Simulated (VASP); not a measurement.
**FeMo with LDA: from relaxation to properties**

Wanted: the relaxed cell of FeMo and its properties. The steps: full relaxation (LDA), second relaxation, density, ELF and potential (LDA), bands along the symmetry lines (LDA), density of states (LDA), volume scan with LDA and fit for LDA. The cell is invented: it takes the structure of a Materials Project entry for FeRu (space group 187 there), with some of its atoms replaced by other elements, volume scaled by an estimate. It may not be a known or stable phase. Left out of this account: 1 further run (elastic: elastic constants of a metal on too coarse a mesh).

Method: LDA, spin-polarised from a ferromagnetic start; plane waves and PAW (Mo_sv, Fe); invented cell, in VASP 6.6.1.

## Step 1: Set-up

Before any relaxation, the start is as follows. The structure is hexagonal, space group P-6m2 (No. 187). Conventional cell: a = 2.772 Å, b = 2.772 Å, c = 4.269 Å, α = 90.00°, β = 90.00°, γ = 120.00°. Mo has 6 Fe at 2.67 Å and 6 Mo at 2.77 Å nearest. Nearest to Fe lie 6 Mo at 2.67 Å and 6 Fe at 2.77 Å. It derives from FeRu. it takes the structure of a Materials Project entry for FeRu (space group 187 there), with some of its atoms replaced by other elements, volume scaled by an estimate. Farther neighbours are not listed.

## Step 2: Full relaxation (LDA)

Properties are meant for the cell that this level of theory prefers, so cell and atoms are relaxed first (ISIF = 3) until forces and stress are small; EDIFFG sets the threshold. LDA, the lowest rung, knows the local density alone.

Input file INCAR:

```
SYSTEM = FeMo
PREC = Accurate
ENCUT = 400
EDIFF = 1E-06
NELM = 100
ISMEAR = -1
SIGMA = 0.05
LREAL = .FALSE.
ALGO = Normal
GGA = CA
NBANDS = 18
ISPIN = 2
MAGMOM = 1 3
LMAXMIX = 4
LORBIT = 11
LWAVE = .FALSE.
LCHARG = .FALSE.
IBRION = 2
NSW = 60
ISIF = 3
EDIFFG = -0.01
```

Input file POSCAR:

```
FeMo
1.0
    2.7720190000      0.0000000000      0.0000000000
   -1.3860090000      2.4006390000      0.0000000000
    0.0000000000      0.0000000000      4.2692370000
Mo Fe
1 1
Direct
    0.6666666700      0.3333333300      0.0000000000
    0.0000000000      0.0000000000      0.5000000000
```

Input file KPOINTS:

```
Automatic mesh
0
Gamma
9 9 5
0 0 0
```

PAW data sets: Mo_sv and Fe (LDA family, release 64).

Launch:

```sh
mpirun -np 1 vasp_std
```

Log:

```text
[banner, memory and clock lines left out]
running    1 mpi-ranks, on    1 nodes
 distrk:  each k-point on    1 cores,    1 groups
 distr:  one band on    1 cores,    1 groups

 POSCAR found type information on POSCAR MoFe
 POSCAR found :  2 types and       2 ions
 LDA part: xc-table for (Slater(with rela. corr.)+CA(PZ))
 , standard interpolation
 POSCAR, INCAR and KPOINTS ok, starting setup
 FFT: planning ... GRIDC
 FFT: planning ... GRID_SOFT
 FFT: planning ... GRID
 WAVECAR not read
 entering main loop
       N       E                     dE             d eps       ncg     rms          rms(c)
DAV:   1     0.158572902385E+03    0.15857E+03   -0.10856E+04  2648   0.121E+03
DAV:   2    -0.180946774192E+02   -0.17667E+03   -0.17103E+03  2674   0.339E+02
DAV:   3    -0.229164664559E+02   -0.48218E+01   -0.47215E+01  2950   0.669E+01
DAV:   4    -0.229846066684E+02   -0.68140E-01   -0.67994E-01  2976   0.772E+00
DAV:   5    -0.229857993150E+02   -0.11926E-02   -0.11926E-02  3032   0.112E+00    0.216E+01
DAV:   6    -0.401742346327E+02   -0.17188E+02   -0.13406E+02  3058   0.129E+02    0.447E+01
DAV:   7    -0.208823565381E+02    0.19292E+02   -0.37400E+01  3242   0.749E+01    0.614E+00
DAV:   8    -0.208853941512E+02   -0.30376E-02   -0.45636E+00  3944   0.183E+01    0.591E+00
DAV:   9    -0.206745426825E+02    0.21085E+00   -0.16326E+00  3784   0.113E+01    0.182E+00
DAV:  10    -0.206626691094E+02    0.11874E-01   -0.37613E-02  3388   0.153E+00    0.108E+00
DAV:  11    -0.206630423096E+02   -0.37320E-03   -0.10244E-02  3690   0.896E-01    0.504E-01
DAV:  12    -0.206634161367E+02   -0.37383E-03   -0.19309E-03  3918   0.382E-01    0.230E-01
DAV:  13    -0.206636239860E+02   -0.20785E-03   -0.10287E-03  3738   0.296E-01    0.116E-01
DAV:  14    -0.206636332393E+02   -0.92533E-05   -0.69679E-04  3562   0.210E-01    0.389E-02
DAV:  15    -0.206636464513E+02   -0.13212E-04   -0.59378E-05  3438   0.617E-02    0.369E-02
DAV:  16    -0.206636496941E+02   -0.32428E-05   -0.23395E-05  2540   0.468E-02    0.276E-02
DAV:  17    -0.206636481112E+02    0.15829E-05   -0.99542E-06  2186   0.257E-02    0.116E-02
DAV:  18    -0.206636484582E+02   -0.34702E-06   -0.36472E-06  1508   0.180E-02
   1 F= -.20663648E+02 E0= -.20651814E+02  d E =-.206636E+02  mag=     0.4432
 curvature:   0.00 expect dE= 0.000E+00 dE for cont linesearch  0.000E+00
 trial: gam= 0.00000 g(F)=  0.493E-44 g(S)=  0.182E+01 ort = 0.000E+00 (trialstep = 0.100E+01)
 search vector abs. value=  0.182E+01
 bond charge predicted
       N       E                     dE             d eps       ncg     rms          rms(c)
DAV:   1    -0.518626258811E+02   -0.31199E+02   -0.76196E+02  2776   0.322E+02    0.127E+02
DAV:   2    -0.237999646672E+02    0.28063E+02   -0.69555E+01  2880   0.131E+02    0.169E+01
DAV:   3    -0.314095298791E+02   -0.76096E+01   -0.13633E+02  3706   0.129E+02    0.412E+01
DAV:   4    -0.193827091724E+02    0.12027E+02   -0.59007E+01  3568   0.677E+01    0.208E+01
DAV:   5    -0.192059232379E+02    0.17679E+00   -0.15944E+00  3836   0.152E+01    0.121E+01
DAV:   6    -0.191824302164E+02    0.23493E-01   -0.38365E-01  3496   0.838E+00    0.303E+00
DAV:   7    -0.191811569448E+02    0.12733E-02   -0.29486E-02  3412   0.248E+00    0.124E+00
DAV:   8    -0.191810866376E+02    0.70307E-04   -0.15446E-02  3684   0.167E+00    0.485E-01
DAV:   9    -0.191807773347E+02    0.30930E-03   -0.12599E-03  3568   0.498E-01    0.163E-01
DAV:  10    -0.191807724027E+02    0.49320E-05   -0.15305E-04  3190   0.139E-01    0.224E-02
DAV:  11    -0.191807710107E+02    0.13920E-05   -0.64271E-06  2670   0.314E-02    0.163E-02
DAV:  12    -0.191807706360E+02    0.37472E-06   -0.75969E-07  1540   0.882E-03
   2 F= -.19180771E+02 E0= -.19171912E+02  d E =0.148288E+01  mag=    -0.0017
[... from here on, the cycles between the ionic steps are left out ...]
   3 F= -.21002889E+02 E0= -.20990188E+02  d E =-.339241E+00  mag=    -0.0008
   4 F= -.21005474E+02 E0= -.20992919E+02  d E =-.341826E+00  mag=    -0.0007
   5 F= -.21005736E+02 E0= -.20993245E+02  d E =-.342087E+00  mag=    -0.0005
   6 F= -.21008582E+02 E0= -.20996819E+02  d E =-.284602E-02  mag=    -0.0001
   7 F= -.21008582E+02 E0= -.20996817E+02  d E =-.284613E-02  mag=    -0.0001
   8 F= -.21008581E+02 E0= -.20996805E+02  d E =-.284549E-02  mag=    -0.0000
   9 F= -.21008550E+02 E0= -.20996747E+02  d E =0.308578E-04  mag=    -0.0000
 trial-energy change:    0.000031  1 .order    0.000035   -0.000079    0.000148
 step:   0.3006(harm=  0.3006)  dis= 0.00000  next Energy=   -21.008595 (dE=-0.137E-04)
 bond charge predicted
       N       E                     dE             d eps       ncg     rms          rms(c)
DAV:   1    -0.210091281096E+02   -0.57864E-03   -0.12386E-02  2772   0.146E+00    0.288E-01
DAV:   2    -0.210086207747E+02    0.50733E-03   -0.15569E-03  2756   0.506E-01    0.442E-02
DAV:   3    -0.210088119095E+02   -0.19113E-03   -0.13437E-03  3752   0.404E-01    0.172E-01
DAV:   4    -0.210085969886E+02    0.21492E-03   -0.72542E-04  3460   0.290E-01    0.393E-02
DAV:   5    -0.210085953907E+02    0.15979E-05   -0.18878E-05  3700   0.309E-02    0.145E-02
DAV:   6    -0.210085957589E+02   -0.36821E-06   -0.10430E-06  1540   0.989E-03
  10 F= -.21008596E+02 E0= -.20996811E+02  d E =-.146255E-04  mag=    -0.0000
 curvature:  -0.15 expect dE=-0.407E-06 dE for cont linesearch -0.475E-08
 trial: gam=-0.00527 g(F)=  0.239E-42 g(S)=  0.272E-05 ort = 0.170E-05 (trialstep = 0.753E+00)
 search vector abs. value=  0.270E-05
 reached required accuracy - stopping structural energy minimisation
```

Elapsed: 59 s, on 1 MPI rank of AMD EPYC 9R45, shared host; peak memory 0.11 GiB.

Lines that name or quote the potential files are left out of all logs, and their timing lines are given in words.

From OUTCAR (step 2):

```text
ion  position               nearest neighbor table
   1  0.667  0.333  0.000-   2 2.67   2 2.67   2 2.67   2 2.67   2 2.67   2 2.67
   2  0.000  0.000  0.500-   1 2.67   1 2.67   1 2.67   1 2.67   1 2.67   1 2.67

  LATTYP: Found a hexagonal cell.
 ALAT       =     2.7720190000
 C/A-ratio  =     1.5401182315

 Subroutine GETGRP returns: Found 12 space group operations
 (whereof 12 operations were pure point group operations)

The static configuration has the point symmetry D_3h.

 Found     36 irreducible k-points:

   k-points           NKPTS =     36   k-points in BZ     NKDIM =     36   number of bands    NBANDS=     18

   dimension x,y,z NGX =    18 NGY =   18 NGZ =   28
   dimension x,y,z NGXF=    36 NGYF=   36 NGZF=   56

   ENCUT  =  400.0 eV  29.40 Ry    5.42 a.u.   4.52  4.52  6.96*2*pi/ulx,y,z

   NELECT =      22.0000    total number of electrons

 k-points in reciprocal lattice and weights: Automatic mesh
   0.00000000  0.00000000  0.00000000       0.002
   0.11111111 -0.00000000  0.00000000       0.015
   0.22222222  0.00000000  0.00000000       0.015
   0.33333333  0.00000000  0.00000000       0.015
   0.44444444  0.00000000  0.00000000       0.015
   0.11111111  0.11111111  0.00000000       0.015
   0.22222222  0.11111111  0.00000000       0.030
   0.33333333  0.11111111  0.00000000       0.030
   0.44444444  0.11111111  0.00000000       0.015
[...]
0.33333333  0.22222222  0.40000000       0.059
   0.33333333  0.33333333  0.40000000       0.010

 average (electrostatic) potential at core
       1 -70.8399       2 -39.1720

 E-fermi :  10.3678

 spin component 1
 k-point     1 :       0.0000    0.0000    0.0000
  band No.  band energies     occupation
    ...
      9       9.4131      1.00000
     10       9.9115      0.99989
     11       9.9115      0.99989
     12       9.9360      0.99982
     13       9.9360      0.99982
     14      12.1779      0.00000
     15      13.6171      0.00000
     16      13.6171      0.00000
     17      21.6863      0.00000
     18      24.9292      0.00000

 k-point     2 :       0.1111   -0.0000    0.0000
  band No.  band energies     occupation
    ...
      9       9.5013      1.00000
     10       9.5795      1.00000
     11       9.7841      0.99999
     12       9.9711      0.99964
     13      10.3520      0.57816
     14      10.7825      0.00025
     15      13.6243      0.00000
     16      15.4609      0.00000
     17      21.6352      0.00000
     18      26.0416      0.00000

 k-point     3 :       0.2222    0.0000    0.0000
  band No.  band energies     occupation
    ...
      8       8.2073      1.00000
      9       9.3046      1.00000
     10       9.4245      1.00000
     11       9.9229      0.99986
     12      10.0333      0.99876
     13      10.6897      0.00160
     14      11.6991      0.00000
     15      13.6293      0.00000
     16      17.9001      0.00000
     17      21.4113      0.00000
    ...

 k-point     4 :       0.3333    0.0000    0.0000
  band No.  band energies     occupation
    ...
      7       6.8811      1.00000
      8       8.4234      1.00000
      9       9.0510      1.00000
     10       9.5782      1.00000
     11       9.7157      1.00000
     12      10.5658      0.01872
     13      12.2399      0.00000
     14      13.6186      0.00000
     15      13.6865      0.00000
     16      20.0517      0.00000
    ...

 k-point     5 :       0.4444    0.0000    0.0000
  band No.  band energies     occupation
    ...
      7       6.5479      1.00000
      8       8.8235      1.00000
      9       9.0069      1.00000
     10       9.5515      1.00000
     11       9.9347      0.99983
     12      11.0182      0.00000
     13      13.6049      0.00000
     14      13.8866      0.00000
     15      15.4748      0.00000
     16      18.6627      0.00000
    ...

 k-point     6 :       0.1111    0.1111    0.0000
  band No.  band energies     occupation
    ...
      9       9.3508      1.00000
     10       9.3832      1.00000
     11       9.7897      0.99999
     12      10.2245      0.94613
     13      10.2524      0.90960
     14      11.4452      0.00000
     15      13.5490      0.00000
     16      17.3187      0.00000
     17      21.5210      0.00000
     18      26.5569      0.00000

  Total       -0.0040328     -0.0040328      0.0089542     -0.0000000     -0.0000000      0.0000000
  in kB       -0.2588652     -0.2588652      0.5747643     -0.0000000     -0.0000000      0.0000000
  external PRESSURE =       0.0190113 kB  Pullay stress =       0.0000000 kB

  energy-cutoff  :      400.00
  volume of cell :       24.96
      direct lattice vectors                 reciprocal lattice vectors
     2.641173605 -0.000000027  0.000000000     0.378619567  0.218596022  0.000000000
    -1.320586350  2.287323560 -0.000000000     0.000000004  0.437192194  0.000000000
    -0.000000000 -0.000000000  4.131634280    -0.000000000 -0.000000000  0.242034975

 POSITION                                       TOTAL-FORCE (eV/Angst)
 -----------------------------------------------------------------------------------
      1.32059      0.76244      0.00000        -0.000000      0.000000      0.000000
     -0.00000     -0.00000      2.06582         0.000000     -0.000000     -0.000000
 -----------------------------------------------------------------------------------
    total drift:                               -0.000020      0.000012      0.000000

  FREE ENERGIE OF THE ION-ELECTRON SYSTEM (eV)
  ---------------------------------------------------
  free  energy   TOTEN  =       -21.0085957589 eV

  energy  without entropy=      -20.9850262205  energy(sigma->0) =      -20.99681099

 reached required accuracy - stopping structural energy minimisation

 total charge
# of ion       s       p       d       tot
------------------------------------------
    1        2.438   6.216   4.147  12.801
    2        0.506   0.557   6.374   7.437
--------------------------------------------------
tot          2.944   6.773  10.521  20.238

 magnetization (x)
# of ion       s       p       d       tot
------------------------------------------
    1        0.000  -0.000   0.000   0.000
    2       -0.000  -0.000  -0.000  -0.000
--------------------------------------------------
tot         -0.000  -0.000  -0.000  -0.000

[... 4 further parts left out ...]
```

CONTCAR:

```
FeMo
   1.00000000000000
     2.6411736053104162   -0.0000000269630885    0.0000000000000000
    -1.3205863496070289    2.2873235599640256   -0.0000000000000000
    -0.0000000000000000   -0.0000000000000000    4.1316342801375363
  Mo              Fe
     1     1
Direct
     0.6666666699999979    0.3333333300000021    0.0000000000000000
     0.0000000000000000    0.0000000000000000    0.5000000000000000
```

The moments of the start collapse, so the state is non-magnetic; other starts or orders were not tried. The k-mesh is coarse for a metal. After so large a change of volume the plane waves of the start cell no longer fit, so the final stress carries a basis-set error. The run keeps the 12 symmetry operations of its start, so it cannot find a distortion of lower symmetry.

The steps of the relaxation:

| step | energy less that of the first step (eV) | largest force (eV/Å) | pressure (GPa) | volume (Å³) |
| --- | --- | --- | --- | --- |
| 1 | 0.0000 | 0.0000 | -28.25 | 28.41 |
| 2 | 1.4829 | 0.0000 | 129.75 | 19.31 |
| 3 | -0.3392 | 0.0000 | -3.08 | 25.24 |
| 4 | -0.3418 | 0.0000 | -0.94 | 25.05 |
| 5 | -0.3421 | 0.0000 | 0.12 | 24.96 |
| 6 | -0.3449 | 0.0000 | 0.24 | 24.94 |
| 7 | -0.3449 | 0.0000 | 0.23 | 24.94 |
| 8 | -0.3449 | 0.0000 | 0.23 | 24.94 |
| 9 | -0.3449 | 0.0000 | -0.43 | 25.00 |
| 10 | -0.3449 | 0.0000 | 0.00 | 24.96 |

| conventional cell, symmetrised | before | after | change |
| --- | --- | --- | --- |
| a (Å) | 2.772 | 2.641 | -4.7 % |
| b (Å) | 2.772 | 2.641 | -4.7 % |
| c (Å) | 4.269 | 4.132 | -3.2 % |
| volume (Å³/atom) | 14.21 | 12.48 | -12.1 % |

The relaxed structure:

```xyz
2
Lattice="2.6412 0.0000 0.0000 -1.3206 2.2873 0.0000 0.0000 0.0000 4.1316" Properties=species:S:1:pos:R:3 pbc="T T T"
Mo    1.3206    0.7624    0.0000
Fe    0.0000    0.0000    2.0658
```

Numbers from this step:

- electrons: 22
- bands: 18
- irreducible k-points: 36
- symmetry operations: 12
- free energy (TOTEN): -21.01 eV
- energy at zero smearing: -21.00 eV
- Fermi energy: 10.37 eV
- pressure: 0.001901 GPa
- metallic: yes
- SCF cycles over all ionic steps: 87

The spin moment in the PAW sphere vanishes on all atoms.

It ends with forces that vanish by symmetry and a pressure of 0.00 GPa.

(Continued in part 2 of 5.)

[Lines on the potential files, build, host, timing and source positions are cut from VASP's logs without a mark.]

[Logs are printed without paths, hosts, clocks, repeated set-up lines and the standing remarks that a program may print on its own settings, such as how far it seeks lower states.]

[Hosts, paths, dates, database ids (printed as entryN), source tags and the programs' standing remarks are cut or masked in the printed files.]

[A measured line is paired with the nearest computed mode of its activity, which favours agreement.]
